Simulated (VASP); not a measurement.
Output of a VASP run:

OSZICAR:
```
       N       E                     dE             d eps       ncg     rms          rms(c)
DAV:   1     0.972833019869E+02    0.97283E+02   -0.90765E+03  2880   0.139E+03
DAV:   2    -0.204118848460E+02   -0.11770E+03   -0.11060E+03  3532   0.344E+02
DAV:   3    -0.242860089938E+02   -0.38741E+01   -0.38235E+01  3452   0.603E+01
DAV:   4    -0.243276935309E+02   -0.41685E-01   -0.41400E-01  3284   0.600E+00
DAV:   5    -0.243281880816E+02   -0.49455E-03   -0.49503E-03  3388   0.513E-01    0.219E+01
DAV:   6    -0.223645902773E+02    0.19636E+01   -0.65897E+00  3400   0.254E+01    0.993E+00
DAV:   7    -0.222697799527E+02    0.94810E-01   -0.39293E-01  3304   0.584E+00    0.655E+00
DAV:   8    -0.222377970972E+02    0.31983E-01   -0.12900E-01  3220   0.368E+00    0.102E+00
DAV:   9    -0.222348485094E+02    0.29486E-02   -0.81086E-03  3272   0.814E-01    0.166E-01
DAV:  10    -0.222347629548E+02    0.85555E-04   -0.51451E-04  3392   0.303E-01    0.846E-02
DAV:  11    -0.222347162476E+02    0.46707E-04   -0.84249E-05  3368   0.882E-02    0.111E-02
DAV:  12    -0.222347174831E+02   -0.12355E-05   -0.32348E-06  3132   0.184E-02    0.297E-03
DAV:  13    -0.222347164876E+02    0.99552E-06   -0.15782E-07  2768   0.365E-03    0.152E-03
DAV:  14    -0.222347163848E+02    0.10280E-06   -0.14876E-08  1504   0.147E-03    0.446E-04
DAV:  15    -0.222347164127E+02   -0.27864E-07   -0.13248E-09  1480   0.376E-04
   1 F= -.22234716E+02 E0= -.22234716E+02  d E =0.000000E+00
```

OUTCAR:
```
------------------------ aborting loop because EDIFF is reached ----------------------------------------
  FORCE on cell =-STRESS in cart. coord.  units (eV):
  Direction    XX          YY          ZZ          XY          YZ          ZX
  --------------------------------------------------------------------------------------
  Total       -0.0640689     -0.0640689     -0.0640689      0.0000000      0.0000000     -0.0000000
  in kB       -5.0675882     -5.0675882     -5.0675882      0.0000000      0.0000000     -0.0000000
  external PRESSURE =      -5.0675882 kB  Pullay stress =       0.0000000 kB
  volume of cell :       20.26
      direct lattice vectors                 reciprocal lattice vectors
     2.725956215  0.000000000  0.000000000     0.366843750  0.000000000  0.000000000
     0.000000000  2.725956215  0.000000000     0.000000000  0.366843750  0.000000000
     0.000000000  0.000000000  2.725956215     0.000000000  0.000000000  0.366843750
 POSITION                                       TOTAL-FORCE (eV/Angst)
 -----------------------------------------------------------------------------------
      0.00000      0.00000      0.00000         0.000000      0.000000      0.000000
      1.36298      1.36298      1.36298         0.000000      0.000000      0.000000
 -----------------------------------------------------------------------------------
    total drift:                                0.000000      0.000000      0.000000
  FREE ENERGIE OF THE ION-ELECTRON SYSTEM (eV)
  ---------------------------------------------------
  free  energy   TOTEN  =       -22.2347164127 eV

  energy  without entropy=      -22.2347164127  energy(sigma->0) =      -22.23471641

 total charge

# of ion       s       p       d       tot
------------------------------------------
    1        0.308   6.204   2.559   9.071
    2        1.221   2.449   0.000   3.670
--------------------------------------------------
tot          1.528   8.653   2.559  12.740
```
(Selected blocks of OUTCAR.)

**POSCAR**
```
TaN
1
    2.7259562151     0.0000000000    -0.0000000000
    0.0000000000     2.7259562151    -0.0000000000
    0.0000000000     0.0000000000     2.7259562151
Ta N
1 1
Direct
  0.0000000000   0.0000000000   0.0000000000
  0.5000000000   0.5000000000   0.5000000000
```

### Question
Write an INCAR and KPOINTS that could have produced this output.

### Answer
One answer among several that fit: the input of the run itself, PBEsol GGA, plane waves, VASP's PBE PAW potentials (set 64).

INCAR:
```
EDIFF = 1E-7   # SCF stop (eV)
LREAL = .FALSE.
ISIF = 2   # forces and stress, cell fixed
SYSTEM = TaN
GGA = PS   # PBEsol
LASPH = .TRUE.   # aspherical one-centre terms
ENCUT = 520   # plane-wave cut-off (eV)
PREC = Accurate
ALGO = Normal
NEDOS = 601
NELM = 100   # most electronic steps
LWAVE = .FALSE.
LORBIT = 11   # lm-projected
LMAXMIX = 6   # l cut-off of mixed one-centre charges
ISMEAR = -5   # tetrahedra, Bloechl
LCHARG = .TRUE.
```

**KPOINTS**
```
Automatic mesh
0
Gamma
15 15 15
0 0 0
```

POTCAR, in this order: Ta_pv N (PBE.64 set). Program: vasp_std.

For a metal the tetrahedron method with Blöchl corrections gives inexact stress and forces.

The structure was generated: TaN was put into the CsCl type type (Pm-3m), which need not be its known phase. It was relaxed first, which changed the volume by -34 %.
